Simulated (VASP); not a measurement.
Data:

```
CeO2
1.0
    0.00000     2.71741     2.71741
    2.71741     0.00000     2.71741
    2.71741     2.71741     0.00000
Ce O
1 2
Cartesian
  0.00000   0.00000   0.00000
  1.35870   1.35870   1.35870
  4.07611   4.07611   4.00111
```

All values below come from r2SCAN meta-GGA, VASP's PBE PAW potentials (set 64) (plane waves; VASP). Numerical set-up: 600 eV cut-off, 6×6×6 Γ-centred mesh, Gaussian smearing of 0.050 eV, potentials Ce O.

Q: Give the force on each atom (eV/Å).

A: 
| atom | Fx | Fy | Fz |
|---|---|---|---|
| Ce1 | 0.000 | 0.000 | -0.266 |
| O2 | 0.000 | 0.000 | -0.288 |
| O3 | 0.000 | 0.000 | 0.553 |

Q: Give the stress tensor in GPa (positive for a compressed cell).

A: 
```
 0.20  -0.42   0.00
-0.42   0.20   0.00
 0.00   0.00   0.49
```
The pressure is its mean diagonal, 0.30 GPa.

The compound is CeO2 in the fluorite structure. This cell was strained or had an atom moved on purpose. The run is not spin-polarised, so no magnetic state was tried.
